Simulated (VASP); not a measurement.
All values below come from LDA (Ceperley-Alder, Perdew-Zunger), VASP's LDA PAW potentials (set 64) (plane waves; VASP 6.6.1).

VASP input:

INCAR:
```
SYSTEM = TiO2
PREC = Accurate; ENCUT = 520; LREAL = .False.
LASPH = .True.; ICHARG = 11
EDIFF = 1E-7; NELM = 100; ALGO = Normal
LMAXMIX = 4
ISMEAR = 0; SIGMA = 0.05
LWAVE = .False.; LCHARG = .False.; LORBIT = 11
```

**KPOINTS**
```
k-points along high-symmetry lines
10
Line-mode
Reciprocal
  0.000000   0.000000   0.000000 ! GAMMA
  0.000000   0.000000   0.500000 ! X

  0.000000   0.000000   0.500000 ! X
  0.250000   0.250000   0.250000 ! P

  0.250000   0.250000   0.250000 ! P
  0.000000   0.500000   0.000000 ! N

  0.000000   0.500000   0.000000 ! N
  0.000000   0.000000   0.000000 ! GAMMA

  0.000000   0.000000   0.000000 ! GAMMA
  0.500000   0.500000  -0.500000 ! M

  0.500000   0.500000  -0.500000 ! M
  0.289601   0.710399  -0.289601 ! S

 -0.289601   0.289601   0.289601 ! S_0
  0.000000   0.000000   0.000000 ! GAMMA

  0.000000   0.000000   0.500000 ! X
 -0.079203   0.079203   0.500000 ! R

  0.500000   0.500000  -0.079203 ! G
  0.500000   0.500000  -0.500000 ! M
```

POSCAR:
```
TiO2
1
   -1.8732972635     1.8732972635     4.7324721723
    1.8732972635    -1.8732972635     4.7324721723
    1.8732972635     1.8732972635    -4.7324721723
Ti O
2 4
Direct
  0.7500000000   0.2500000000   0.5000000000
  0.0000000000   0.0000000000   0.0000000000
  0.5418857069   0.0418857069   0.5000000000
  0.7918857069   0.7918857069   0.0000000000
  0.2081142931   0.2081142931   0.0000000000
  0.9581142931   0.4581142931   0.5000000000
```

POTCAR, in this order: Ti_sv O (LDA.64 set). Program: vasp_std. Read from the step before: CHGCAR.

The resulting files:

OSZICAR:
```
       N       E                     dE             d eps       ncg     rms          rms(c)
DAV:   1     0.613383538975E+03    0.61338E+03   -0.25759E+04  5040   0.203E+03
DAV:   2     0.426178400323E+02   -0.57077E+03   -0.55394E+03  5216   0.568E+02
DAV:   3    -0.520222685577E+02   -0.94640E+02   -0.89887E+02  8180   0.191E+02
DAV:   4    -0.581194417463E+02   -0.60972E+01   -0.60516E+01  7200   0.494E+01
DAV:   5    -0.583797819351E+02   -0.26034E+00   -0.25966E+00  7104   0.805E+00
DAV:   6    -0.583845358617E+02   -0.47539E-02   -0.47509E-02  6608   0.123E+00
DAV:   7    -0.583847181996E+02   -0.18234E-03   -0.18231E-03  7076   0.200E-01
DAV:   8    -0.583847216311E+02   -0.34315E-05   -0.34312E-05  6660   0.257E-02
DAV:   9    -0.583847217672E+02   -0.13617E-06   -0.13613E-06  6064   0.428E-03
DAV:  10    -0.583847217700E+02   -0.27685E-08   -0.28391E-08  3736   0.740E-04
   1 F= -.58384722E+02 E0= -.58384722E+02  d E =-.607076E-19
```

File OUTCAR:
```
 val. band max:        3.3424211228   @ k =   0.0000   0.0000   0.4444

 cond. band min:       5.3847107916   @ k =   0.0000   0.0000   0.0000



 k-point     1 :       0.0000    0.0000    0.0000
  band No.  band energies     occupation
      1     -52.2352      2.00000
      2     -52.1629      2.00000
      3     -29.1544      2.00000
      4     -28.8810      2.00000
      5     -28.8810      2.00000
      6     -28.7994      2.00000
      7     -28.7994      2.00000
      8     -28.7001      2.00000
      9     -14.1326      2.00000
     10     -13.0603      2.00000
     11     -12.8723      2.00000
     12     -12.5375      2.00000
     13      -0.7526      2.00000
     14      -0.5859      2.00000
     15      -0.5859      2.00000
     16      -0.2408      2.00000
     17       1.1613      2.00000
     18       1.1613      2.00000
     19       1.2729      2.00000
     20       2.5416      2.00000
     21       2.5621      2.00000
     22       2.5621      2.00000
     23       2.8272      2.00000
     24       2.8272      2.00000
     25       5.3847      0.00000
     26       6.1804      0.00000
     27       7.3900      0.00000
     28       7.4073      0.00000

 k-point     2 :       0.0000    0.0000    0.0556
  band No.  band energies     occupation
      1     -52.2345      2.00000
      2     -52.1633      2.00000
      3     -29.1539      2.00000
      4     -28.8878      2.00000
      5     -28.8833      2.00000
      6     -28.8032      2.00000
      7     -28.7995      2.00000
      8     -28.6986      2.00000
      9     -14.0998      2.00000
     10     -13.0393      2.00000
     11     -12.8579      2.00000
     12     -12.5267      2.00000
     13      -0.7610      2.00000
     14      -0.6605      2.00000
     15      -0.6251      2.00000
     16      -0.2412      2.00000
     17       1.0920      2.00000
     18       1.2010      2.00000
     19       1.3158      2.00000
     20       2.4791      2.00000
     21       2.4976      2.00000
...
```

The density is held fixed in this step, so its total energy and stress have no physical meaning.

The compound is TiO2 in the anatase structure, one of several forms; rutile is the usual stable one. It was relaxed first.
